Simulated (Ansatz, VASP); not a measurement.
# Re (Rhenium) in two plane-wave programs

Wanted: the spread between two codes on one cell, functional and k mesh. The structure shown is the end of the Ansatz relaxation below.

Method: plane waves, with VASP 6.6.1 beside it; single point at PBEsol, in Ansatz 0.2.0.

### Step 1. The starting structure

Symmetry: P6_3/mmc, No. 194, hexagonal system. Conventional cell: a = 2.774 Å, b = 2.774 Å, c = 4.308 Å, α = 90.00°, β = 90.00°, γ = 120.00°. Nearest to Re lie 12 Re at 2.68 to 2.77 Å.

### Step 2. Ansatz: relaxation, PBEsol

Ansatz runs on its PAW soft_1 files.

This run makes the geometry at which the two programs are then compared.

input.yaml reads:

```yaml
crystal:
  lattice:
    - [2.7658631263, 0.0, 0.0]
    - [-1.3829315631, 2.3953077308, 0.0]
    - [0.0, 0.0, 4.3081152436]
  atoms:
    - { symbol: Re, position: [0.3333333349, 0.6666666651, 0.25] }
    - { symbol: Re, position: [0.6666666651, 0.3333333349, 0.75] }
kpoints:
  mp_grid: { grid: [18, 18, 12] }
hamiltonian:
  xc: pbesol
  pseudopotentials: { kind: paw, azcp: { folder: soft_1 }, xc_functional: pbe }
scf:
  occupations: { method: methfessel_paxton, width: 0.2 }
output:
  forces: true
  stress: true
  eigenvalues: true
relax:
  adjacent_minimum: "off"
  f_tol: 0.001
  max_steps: 60
  cell: { stress_tol: 0.01, fix: [c, angles] }
```

Command:

```console
ansatz run input.yaml --threads 4 --pin off --max-ram 10240MiB --backend cpu --events-out ev --progress --plain --runs-dir out
```

Numbers of over 12 decimals in the logs are rounded to 6 here.

What it wrote:

```text
Warning: crystal.symmetry: narrowed to the stabiliser of the fixed cell quantities (relax.cell.fix) — unitary ops 24 → 8. The narrowing is safe, since a smaller group never makes results wrong: the run goes on under it, on as many k-points as the starting group would need, or more. Excluded: 16 operations that would move a fixed cell quantity at a test strain (relax.cell.fix fixes c, alpha, beta, gamma). The cell can leave their symmetry as it relaxes.
Engine: ansatz 0.2.0, x86_64-unknown-linux-gnu
Pseudopotentials: kind: paw
Pseudopotential: Re, paw, valence charge 15, recommended cutoff 420 eV (normal), soft_1/Re.paw.azcp
Functional definition: PBEsol
  exchange = pbesol_x
  correlation = pbesol_c
Crystal: 2 atoms, lattice volume = 28.542 Å³
Basis set: ecut = 420 eV, 567 PW (Γ), exchange–correlation on 40×40×60 points (8 copies of the dense FFT grid, shifted against one another)
Bands: 19, of which v1, the nominal top of the filled ones, is band 15 counted from 1 (14 counted from 0)
Symmetry: 8 space group operations
k-points: 637 of 3888
Non-local potential: Re, projectors of the file, l = 0: 3, l = 1: 2, l = 2: 2, l = 3: 1
PAW form: soft (Blöchl's): semilocal exchange-correlation on the pseudo side does not see the compensation charge
PAW frozen core: Re, regenerated for the run's functional, and the local potential with it (the file was generated under x = pbe(κ = 0.804, μ = 0.219515), c = pbe(β = 0.066725))
PAW one-centre angular grid: Re, 590 points (default); XC on 64 Gauss nodes
Initial density: superposition of atomic densities (chi_scale 0.1, normalization cell)
Initial wavefunctions: pseudopotential atomic-orbital guess
Functional: x = pbesol(κ = 0.804, μ = 0.123457), c = pbesol(β = 0.046)
SCF iter   1: F=—  HF=-21477.099566 eV  |F-HF|=—  |Δ(HF+E_count)|=         —  Δρ=6.19e-2  dr2=9.88e-1  ethr=3.10e-3  ⟨swp⟩=4.7  Hψ=47965  notcnv=0
preconditioner: auto → none  [metal: Δε(μ)=0.003 eV  Ē_g=6.617 eV  σ=0.200 eV  W_gap=0.01  n_scr=8 (ndim 8)  ℏωp=26.0 eV  f_vac=0.000  D(μ)=1.70/eV (n_scr^D=22)  sad-step TF]
SCF iter   2: F=—  HF=-21476.828375 eV  |F-HF|=—  |Δ(HF+E_count)|=   2.71e-1  S|Δr|=    0.00e0  Δρ=3.61e-2  dr2=3.25e-1  ethr=3.10e-3  ⟨swp⟩=2.0  Hψ=19434  notcnv=0  defer=4
SCF iter   3: F=—  HF=-21476.702126 eV  |F-HF|=—  |Δ(HF+E_count)|=   1.26e-1  S|Δr|=    0.00e0  Δρ=1.72e-3  dr2=3.07e-4  ethr=1.08e-3  ⟨swp⟩=3.0  Hψ=23528  notcnv=0  defer=4
SCF iter   4: F=—  HF=-21476.702420 eV  |F-HF|=—  |Δ(HF+E_count)|=   2.94e-4  S|Δr|=    0.00e0  Δρ=2.17e-4  dr2=1.47e-5  ethr=1.02e-6  ⟨swp⟩=2.1  Hψ=17490  notcnv=0  defer=4
SCF iter   5: F=—  HF=-21476.702415 eV  |F-HF|=—  |Δ(HF+E_count)|=   4.95e-6  S|Δr|=    0.00e0  Δρ=3.48e-5  dr2=2.35e-7  ethr=4.90e-8  ⟨swp⟩=2.0  Hψ=16486  notcnv=0  defer=4
SCF iter   6: F=-21476.702415 eV  HF=-21476.702415 eV  |F-HF|=2.39e-9  |Δ(HF+E_count)|=   1.92e-8  S|Δr|=    0.00e0  Δρ=7.76e-6  dr2=1.17e-8  ethr=3.33e-10  ⟨swp⟩=4.7  Hψ=46728  notcnv=0
SCF 1 converged in 6 iterations: F = -21476.702415 eV  dr2 = 1.17e-8
  greatest PAW one-centre occupation: 0.999 electrons in one spin orbital (limit 2), on the Re atom at site 1 (counted from 0), in its partial waves of l = 0
relax step   1: F+E_penalty+E_count = -21476.70241511 eV  Δ(F+E_penalty+E_count) = +0.000e0 eV  max|allowed force component| = 9.455e-8 eV/Å  Δτ_max = 0.0000 Å  P = +8.572 GPa  Ω = 28.542 Å³  fix = [c, alpha, beta, gamma]  reactions: c +20.031 GPa; gamma -0.000 GPa/rad  (6 SCF iters, dr2 threshold 1.00e-7 eV, accepted)
[...]
relax step   2: F+E_penalty+E_count = -21476.69680217 eV  Δ(F+E_penalty+E_count) = +5.613e-3 eV  max|allowed force component| = 1.371e-7 eV/Å  Δτ_max = 0.0000 Å  P = +0.993 GPa  Ω = 29.098 Å³  energy of the carried Pulay correction = -3.247e-4 eV  fix = [c, alpha, beta, gamma]  (4 SCF iters, dr2 threshold 2.00e-7 eV, rejected (line search))
[...]
relax step   3: F+E_penalty+E_count = -21476.70386826 eV  Δ(F+E_penalty+E_count) = -1.453e-3 eV  max|allowed force component| = 5.263e-8 eV/Å  Δτ_max = 0.0000 Å  P = +5.984 GPa  Ω = 28.724 Å³  energy of the carried Pulay correction = -1.075e-4 eV  fix = [c, alpha, beta, gamma]  reactions: c +18.128 GPa; gamma +0.000 GPa/rad  (7 SCF iters, accepted)
[...]
relax step   4: F+E_penalty+E_count = -21476.70387301 eV  Δ(F+E_penalty+E_count) = -4.745e-6 eV  max|allowed force component| = 2.797e-8 eV/Å  Δτ_max = 0.0000 Å  P = +6.061 GPa  Ω = 28.719 Å³  energy of the carried Pulay correction = -1.043e-4 eV  fix = [c, alpha, beta, gamma]  reactions: c +18.186 GPa; gamma +0.000 GPa/rad  (2 SCF iters, dr2 threshold 1.92e-8 eV, accepted)
[...]
relax step   5: F+E_penalty+E_count = -21476.70397735 eV  Δ(F+E_penalty+E_count) = -1.043e-4 eV  max|allowed force component| = 3.025e-8 eV/Å  Δτ_max = 0.0000 Å  P = +6.060 GPa  Ω = 28.719 Å³  fix = [c, alpha, beta, gamma]  reactions: c +18.183 GPa; gamma +0.000 GPa/rad  stress off target by 9.88e-4 GPa on what of the cell is left free  SCF on the basis re-selected at this cell (its energy is not comparable with the rows above)  (5 SCF iters)
basis re-selected at this cell: Δ(F+E_penalty+E_count) = -1.043e-4 eV, ΔP = -0.001 GPa vs the last step (what re-selecting the basis moved, of the pressure what is left beyond the Pulay correction that the steps carried, after the strain that the cell walked since its last selection, with what the two solves' SCF thresholds leave and, on support functions, any second-order correction that the steps lacked; it is no m [...]
SCF converged after 5 iterations
Stability not checked: this state was not tested for a lower state beside it, because cold or Methfessel-Paxton smearing, or corrected tetrahedra, fill the levels in a way that the test cannot read (fill_not_monotonic; see scf.lower_state_search)
Free energy (F): -21476.703977 eV
Harris-Foulkes:  -21476.703977 eV  (|F-HF|=7.28e-12)
Internal energy: -21476.704696 eV  (E = F + TS)
E sigma→0 (E₀):  -21476.704157 eV
Entropy (-TS):   0.000718 eV (0.359 meV/atom)
Fermi energy:    24.495346 eV
Step filling:    the computed levels leave a gap of 0.0000 eV = 0.0 smearing widths at the electron count; against every level under it full and every level over it empty, smearing changes F+E_penalty+E_count by -0.229 meV and its σ→0 estimate by -0.408 meV
--- Per-component energies (eV) ---
  E_band       = -126.871703
  E_kinetic    = 1049.627020
  E_local      = -1510.913663  (includes V_loc(G=0)·N_el)
  E_nonlocal   = 165.483091
  E_hartree    = 529.266056
  E_xc         = -709.787846
  E_vxc        = -581.717716  (∫ρ·V_xc dr)
  E_paw        = -17152.374538  (= ΣΔE_a)
  E_vpaw       = -307.882646  (= ΣTr[D̂ρ^β])
  E_aug_tail   = 0.000110  (compensation charges beyond the density's cutoff)
  E_ewald      = -3848.471578
  E_core_change = 0.466653  (= ΣΔE_core)
  E_smearing   = 0.000718  (= −TS)
  E_closure    = 0.000000  (closes the sum)
  Σ components = -21476.703977   (vs F -21476.703977, Δ=0.00e0)
--- Forces (eV/Å), atoms counted from 1 ---
  atom   1  Re    -0.00000003     0.00000002     0.00000000
  atom   2  Re     0.00000003    -0.00000002     0.00000000
  max |Σ_I F_I| component: 0.00e0 eV/Å
--- Stress (GPa, compression-positive) ---
       -0.000988      -0.000000       0.000000
       -0.000000      -0.000988       0.000000
        0.000000       0.000000      18.183133
  P = ⅓ Tr σ = 6.0604 GPa (60.604 kbar)
--- Band table (eV; the first three rows and the last of 637) ---
  k-point 0: bands = [... 11 lower, 22.8110, 23.3978, 23.8070, 23.8070, 24.3672, 24.3672, 25.6899, 28.0139]
  k-point 1: bands = [... 11 lower, 22.7388, 23.3348, 23.7348, 23.7348, 24.5296, 24.5296, 25.4150, 28.0446]
  k-point 2: bands = [... 11 lower, 22.5960, 23.1577, 23.5422, 23.5422, 24.7224, 24.9378, 24.9378, 28.1022]
  k-point 636: bands = [... 11 lower, 20.4731, 24.7670, 24.7670, 25.4921, 25.4921, 28.7419, 28.7419, 29.5197]
--- Relaxed structure (4 steps of the walk, 3 accepted, 1 SCFs on fresh bases) ---
  F+E_penalty+E_count = -21476.70397735 eV   max|allowed force component| = 3.025e-8 eV/Å   (the final SCF, on the basis selected at the relaxed cell)
  cell:  # Å, volume = 28.7190 Å³
    - [2.774442, -2.895709750526641e-11, 0]
    - [-1.387221, 2.402737, 0]
    - [0, 0, 4.3081152436]
  atoms:
    - { symbol: Re, position: [0.333333, 0.666667, 0.25] }
    - { symbol: Re, position: [0.666667, 0.333333, 0.75] }
```

Reading the cycles: dr2 is the Hartree energy of the density residual (eV), the measure of convergence; HF is the Harris–Foulkes estimate of the energy, which meets the free energy F at convergence.

### Step 3. VASP: single point, PBEsol

The same cell, functional, mesh and smearing now go to VASP, with its own data sets.

Lines of VASP's logs that name or quote its potential files are left out, and so is its time.

INCAR reads:

```
SYSTEM = Re
PREC = Accurate
ENCUT = 600
EDIFF = 1E-06
NELM = 120
ISMEAR = 1
SIGMA = 0.2
LREAL = .FALSE.
ALGO = Normal
GGA = PS
NBANDS = 13
LASPH = .TRUE.
LORBIT = 11
LWAVE = .FALSE.
LCHARG = .FALSE.
ISIF = 2
GGA_COMPAT = .FALSE.
KPAR = 2
```

POSCAR reads:

```
Re
1.0
    2.7744419222      0.0000000000      0.0000000000
   -1.3872209611      2.4027371859      0.0000000000
    0.0000000000      0.0000000000      4.3081152436
Re
2
Direct
    0.3333333340      0.6666666660      0.2500000000
    0.6666666660      0.3333333340      0.7500000000
```

KPOINTS reads:

```
Automatic mesh
0
Gamma
18 18 12
0 0 0
```

The projector-augmented-wave data sets are Re (PBE family, release 64).

Command:

```console
mpirun -np 2 vasp_std
```

What it wrote:

```text
[banner, memory and clock lines left out]
running    2 mpi-ranks, on    1 nodes
 distrk:  each k-point on    1 cores,    2 groups
 distr:  one band on    1 cores,    1 groups

 POSCAR found type information on POSCAR Re
 POSCAR found :  1 types and       2 ions
|                                                                             |
|               ----> ADVICE to this user running VASP <----                  |
|                                                                             |
|     You enforced a specific xc type in the INCAR file but a different       |
|     [... a line on the potential file left out ...]
|     I HOPE YOU KNOW WHAT YOU ARE DOING!                                     |
|                                                                             |

 LDA part: xc-table for (Slater+PW92), standard interpolation
 POSCAR, INCAR and KPOINTS ok, starting setup
 FFT: planning ... GRIDC
 FFT: planning ... GRID_SOFT
 FFT: planning ... GRID
 WAVECAR not read
 entering main loop
       N       E                     dE             d eps       ncg     rms          rms(c)
DAV:   1     0.313547673683E+02    0.31355E+02   -0.73637E+03 12676   0.146E+03
DAV:   2    -0.253653413777E+02   -0.56720E+02   -0.48039E+02 11299   0.331E+02
DAV:   3    -0.281038868654E+02   -0.27385E+01   -0.24961E+01 11605   0.978E+01
DAV:   4    -0.281468837389E+02   -0.42997E-01   -0.42224E-01 10605   0.648E+00
DAV:   5    -0.281475378087E+02   -0.65407E-03   -0.65101E-03 11514   0.109E+00    0.466E+01
DAV:   6    -0.270666892478E+02    0.10808E+01   -0.88522E-01 11853   0.266E+01    0.197E+01
DAV:   7    -0.267010199313E+02    0.36567E+00   -0.62586E-01 11961   0.217E+01    0.460E-01
DAV:   8    -0.266895730145E+02    0.11447E-01   -0.73846E-03 11066   0.730E-01    0.138E-01
DAV:   9    -0.266887187595E+02    0.85426E-03   -0.41375E-04 11836   0.207E-01    0.473E-02
DAV:  10    -0.266887181877E+02    0.57178E-06   -0.59904E-05 11156   0.101E-01    0.165E-02
DAV:  11    -0.266887186875E+02   -0.49986E-06   -0.18112E-07  6739   0.183E-02
   1 F= -.26688719E+02 E0= -.26688921E+02  d E =0.605975E-03
```

From OUTCAR (step 3):

```text
ion  position               nearest neighbor table
   1  0.333  0.667  0.250-   2 2.68   2 2.68   2 2.68   2 2.68   2 2.68   2 2.68
   2  0.667  0.333  0.750-   1 2.68   1 2.68   1 2.68   1 2.68   1 2.68   1 2.68

  LATTYP: Found a hexagonal cell.
 ALAT       =     2.7744419222
 C/A-ratio  =     1.5527862411

 Subroutine GETGRP returns: Found 24 space group operations
 (whereof 12 operations were pure point group operations)

The static configuration has the point symmetry D_3d.
 The point group associated with its full space group is D_6h.

 Found    259 irreducible k-points:

   k-points           NKPTS =    259   k-points in BZ     NKDIM =    259   number of bands    NBANDS=     13

   dimension x,y,z NGX =    24 NGY =   24 NGZ =   36
   dimension x,y,z NGXF=    48 NGYF=   48 NGZF=   72

   ENCUT  =  600.0 eV  44.10 Ry    6.64 a.u.   5.54  5.54  8.60*2*pi/ulx,y,z

   NELECT =      14.0000    total number of electrons

 k-points in reciprocal lattice and weights: Automatic mesh
   0.00000000  0.00000000  0.00000000       0.000
   0.05555556  0.00000000  0.00000000       0.002
   0.11111111  0.00000000  0.00000000       0.002
   0.16666667  0.00000000  0.00000000       0.002
   0.22222222  0.00000000  0.00000000       0.002
   0.27777778  0.00000000  0.00000000       0.002
   0.33333333  0.00000000  0.00000000       0.002
   0.38888889  0.00000000  0.00000000       0.002
   0.44444444  0.00000000  0.00000000       0.002
[...]
0.33333333  0.27777778  0.50000000       0.003
   0.33333333  0.33333333  0.50000000       0.001

 average (electrostatic) potential at core
       1 -38.5984       2 -38.5984

 E-fermi :   7.9725

 k-point     1 :       0.0000    0.0000    0.0000
  band No.  band energies     occupation
    ...
      5       6.8730      2.00000
      6       7.2805      2.00001
      7       7.2805      2.00001
      8       7.8443      1.87514
      9       7.8443      1.87514
     10       9.1561     -0.00000
     11      11.4938     -0.00000
     12      11.4938     -0.00000
     13      18.7821      0.00000

 k-point     2 :       0.0556    0.0000    0.0000
  band No.  band energies     occupation
    ...
      5       7.1022      2.00000
      6       7.1974      2.00000
      7       7.3881      2.00029
      8       7.6761      2.05690
      9       7.7432      2.06883
     10       8.6686     -0.00001
     11      11.5737     -0.00000
     12      12.1810      0.00000
     13      18.7970      0.00000

 k-point     3 :       0.1111    0.0000    0.0000
  band No.  band energies     occupation
    ...
      5       6.9465      2.00000
      6       6.9971      2.00000
      7       7.4771      2.00256
      8       7.5246      2.00684
      9       7.7065      2.06797
     10       8.1379      0.00682
     11      11.7772     -0.00000
     12      13.4928      0.00000
     13      18.7990      0.00000

  Total        0.0624280      0.0624280      3.2653401      0.0000000      0.0000000      0.0000000
  in kB        3.4827391      3.4827391    182.1670327      0.0000000      0.0000000      0.0000000
  external PRESSURE =      63.0441703 kB  Pullay stress =       0.0000000 kB

  energy-cutoff  :      600.00
  volume of cell :       28.72
      direct lattice vectors                 reciprocal lattice vectors
     2.774441922  0.000000000  0.000000000     0.360432847  0.208096001  0.000000000
    -1.387220961  2.402737186  0.000000000     0.000000000  0.416192002  0.000000000
     0.000000000  0.000000000  4.308115244     0.000000000  0.000000000  0.232120067

 POSITION                                       TOTAL-FORCE (eV/Angst)
 -----------------------------------------------------------------------------------
      0.00000      1.60182      1.07703         0.000000     -0.000000      0.000000
      1.38722      0.80091      3.23109        -0.000000      0.000000      0.000000
 -----------------------------------------------------------------------------------
    total drift:                               -0.000000      0.000000     -0.000000

  FREE ENERGIE OF THE ION-ELECTRON SYSTEM (eV)
  ---------------------------------------------------
  free  energy   TOTEN  =       -26.6887186875 eV

  energy  without entropy=      -26.6893246626  energy(sigma->0) =      -26.68892068

 total charge
# of ion       s       p       d       tot
------------------------------------------
    1        0.640   0.695   4.927   6.263
    2        0.640   0.695   4.927   6.263
--------------------------------------------------
tot          1.281   1.391   9.855  12.526

[... 3 further parts left out ...]
```

The data set Re keeps the semicore shell frozen, which is cheaper and a little less accurate.

### Step 4. Comparison

Known differences besides the potentials themselves: the data sets hold 30 valence electrons in Ansatz (on its PAW soft_1 files) and 14 in VASP; the cutoff is 420 eV in Ansatz and 600 eV in VASP; Ansatz makes its cores anew for this functional, VASP keeps those of its PBE data sets; Ansatz's pressure holds a Pulay correction, VASP's none. Total energies have different zeros and are not compared.

The two programs side by side:

| quantity | Ansatz | VASP | difference |
| --- | --- | --- | --- |
| pressure (GPa) | 6.06 | 6.30 | -0.24 |

### Step 5. Results

- difference in pressure (single point, PBEsol): -0.24 GPa

What this shows: The difference in pressure is -0.24 GPa (single point, PBEsol), within the 1 GPa picked in this series as the mark of a large difference. The data sets hold unlike numbers of valence electrons (30 in Ansatz and 14 in VASP), so part of the differences comes from the potentials. How closely two codes agree says nothing of how well the functional describes the real material.

[Lines on the potential files, build, host, timing and source positions are cut from VASP's logs without a mark.]

[Logs are printed without paths, hosts, clocks, repeated set-up lines and the standing remarks that a program may print on its own settings, such as how far it seeks lower states.]

[Hosts, paths, dates, database ids (printed as entryN), source tags and the programs' standing remarks are cut or masked in the printed files.]
